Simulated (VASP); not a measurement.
VASP input:

INCAR:
```
SYSTEM = TcO2
PREC = Accurate
ENCUT = 520
EDIFF = 1E-6
NELM = 100
ALGO = Normal
LREAL = .FALSE.
LASPH = .TRUE.
ISMEAR = 0
SIGMA = 0.05
GGA = PE
LMAXMIX = 4
LWAVE = .FALSE.
LCHARG = .FALSE.
ISIF = 2
NBANDS = 11
```

POSCAR:
```
TcO2
1
    2.5989580000     0.0000000000     0.0000000000
   -1.2994790000     2.2507640000     0.0000000000
    0.0000000000     0.0000000000     4.1926590000
Tc O
1 2
Direct
  0.0000000000   0.0000000000   0.0000000000
  0.3333330000   0.6666670000   0.2520000000
  0.6666670000   0.3333330000   0.7480000000
```

### KPOINTS
```
Automatic mesh
0
Gamma
7 7 4
0 0 0
```

POTCAR, in this order: Tc_pv O (PBE.64 set). Program: vasp_std.

Question: Does this input run properly? What does VASP do?

Answer: There is a fault: NBANDS is too small to hold all electrons. VASP stops with an error: The number of bands is not sufficient to hold all electrons. I am sorry, but this calculation does not make sense. If you want to calculate only selected states, you need to set either EFERMI or EREF. EREF specifies around which energy states are supposed to be calculated. I found NBANDS = 11, NELECT = 25. ----> I REFUSE TO CONTINUE WITH THIS SICK JOB ... BYE!!! <----

**standard output**
```
 POSCAR found type information on POSCAR TcO
 POSCAR found :  2 types and       3 ions
 Reading from existing POTCAR
 Reading from existing POTCAR
 LDA part: xc-table for (Slater+PW92), standard interpolation

 -----------------------------------------------------------------------------
|                                                                             |
|     EEEEEEE  RRRRRR   RRRRRR   OOOOOOO  RRRRRR      ###     ###     ###     |
|     E        R     R  R     R  O     O  R     R     ###     ###     ###     |
|     E        R     R  R     R  O     O  R     R     ###     ###     ###     |
|     EEEEE    RRRRRR   RRRRRR   O     O  RRRRRR       #       #       #      |
|     E        R   R    R   R    O     O  R   R                               |
|     E        R    R   R    R   O     O  R    R      ###     ###     ###     |
|     EEEEEEE  R     R  R     R  OOOOOOO  R     R     ###     ###     ###     |
|                                                                             |
|     The number of bands is not sufficient to hold all electrons. I am       |
|     sorry, but this calculation does not make sense. If you want to         |
|     calculate only selected states, you need to set either EFERMI or        |
|     EREF. EREF specifies around which energy states are supposed to be      |
|     calculated.                                                             |
|     I found NBANDS = 11, NELECT = 25.                                       |
|                                                                             |
|       ---->  I REFUSE TO CONTINUE WITH THIS SICK JOB ... BYE!!! <----       |
|                                                                             |
 -----------------------------------------------------------------------------
```

To mend it, remove NBANDS.

The mended run (PBE GGA, plane waves, VASP's PBE PAW potentials (set 64)) converges, and its OSZICAR ends with
```
   1 F= -.20641845E+02 E0= -.20640167E+02  d E =-.335705E-02
```

The structure was generated: TcO2 was put into the CdI2 type (P-3m1), which need not be its known phase. The cell was not relaxed at this level. The electron count is odd and the run is not spin-polarised, which forces a metal.
